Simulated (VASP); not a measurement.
The system is GeSb2Te4.

```xyz
7
Lattice="-3.7868 3.7868 4.3314 3.7868 -3.7868 4.3314 3.7868 3.7868 -4.3314" Properties=species:S:1:pos:R:3 pbc="T T T"
Ge    0.0000    0.0000    4.3314
Sb    0.0000    3.7868    0.0000
Sb    3.7868    0.0000    0.0000
Te    0.0000    0.0000    2.1764
Te    0.0000    0.0000    6.4863
Te    0.0000    3.7868    2.1657
Te    3.7868    0.0000    2.1657
```

The cell was built by a generator and needn't be a form met in nature.

```yaml
Program: VASP 6.6.1
Task: relaxation of cell and atoms
Functional: PBE
Potentials_or_basis: VASP PAW PBE potentials, release 64 (Ge_d, Sb, Te)
Cutoff: 520 eV
k_mesh: 3 × 3 × 3
Occupations: gaussian, width 0.15 eV
Spin: no spin polarisation
```

At the start: pressure 33.0 GPa; volume 35.49 Å³/atom.

**Question.** Where does the relaxation end?

**Answer.** Over 23 steps the energy falls by 2306.1 meV/atom and the volume is 32.84 Å³/atom (-7.5 %); space group I4/mmm (No. 139, to 0.05 Å).

Step by step:
```csv
step,energy change (eV),largest force (eV/Å),pressure (GPa),volume (Å³)
1,0.0000,5.3898,33.01,248.45
2,-2.3524,0.4153,-7.24,527.12
3,-6.0094,0.6039,-6.45,465.93
4,-8.4908,0.6405,-6.61,430.43
5,-12.3828,0.4748,-4.05,337.70
6,-12.3290,0.4554,0.52,305.27
7,-12.5769,0.4394,-3.16,326.17
8,-12.5961,0.4169,-1.95,316.84
9,-12.6098,0.4192,-2.39,320.64
10,-13.3577,0.1305,-2.62,295.50
11,-15.2124,0.2399,-0.63,243.61
12,-4.1829,0.1754,54.93,152.39
13,-15.3336,0.2253,0.49,234.46
14,-14.7981,0.2529,11.87,192.00
15,-15.7414,0.2968,2.24,222.10
16,-15.7758,0.3076,3.43,215.79
17,-15.9724,0.1014,3.53,212.57
18,-15.9838,0.1552,3.62,213.23
19,-16.1275,0.0522,1.16,223.24
20,-16.1443,0.0058,0.60,228.46
21,-16.0784,0.0799,-1.68,239.14
22,-16.1395,0.0151,-0.55,231.18
23,-16.1429,0.0041,-0.22,229.89
```

Final structure:
```xyz
7
Lattice="-3.0750 3.0750 6.0782 3.0750 -3.0750 6.0782 3.0750 3.0750 -6.0782" Properties=species:S:1:pos:R:3 pbc="T T T"
Ge    0.0000    0.0000    6.0782
Sb    0.0000    3.0750    0.0000
Sb    3.0750    0.0000    0.0000
Te    0.0000    0.0000    2.9195
Te    0.0000    0.0000    9.2369
Te    0.0000    3.0750    3.0391
Te    3.0750    0.0000    3.0391
```

Caveat: the k mesh is coarse (spacing up to 0.39 Å⁻¹), so the values aren't converged.
